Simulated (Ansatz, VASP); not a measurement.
## Two plane-wave programs on Sr2H6Os

```
Sr H Os
1.0
     0.00000    3.81228    3.81228
     3.81228    0.00000    3.81228
     3.81228    3.81228    0.00000
Sr H Os
2 6 1
Direct
  0.75000 0.75000 0.75000
  0.25000 0.25000 0.25000
  0.77385 0.77385 0.22615
  0.22615 0.77385 0.22615
  0.77385 0.22615 0.22615
  0.22615 0.22615 0.77385
  0.77385 0.22615 0.77385
  0.22615 0.77385 0.77385
  0.00000 0.00000 0.00000
```

The cell comes from a database or a generator and needn't be the stable form of this composition.

Alike in both runs: task single point; functional LDA; k mesh 5 × 5 × 5; no spin polarisation.

```csv
,VASP,Ansatz
version,VASP 6.6.1,Ansatz 0.2.0
potentials or method,"VASP PAW LDA potentials, release 64 (Sr_sv, H, Os)","plane waves, PAW"
plane-wave cutoff (eV),520,420
occupations,"methfessel-paxton of order 1, width 0.1 eV",cold
valence electrons in the cell,34,42
```

```tsv
	VASP	Ansatz	Ansatz less VASP
gap on the k mesh at the Fermi level (eV)	2.44	2.45	+0.009
```

The two sets of potentials don't hold the same shells in valence.

Caveats: spin-orbit coupling is left out, which moves the levels of the heavy elements; an odd mesh through Γ misses points on the zone boundary, where band edges often lie.
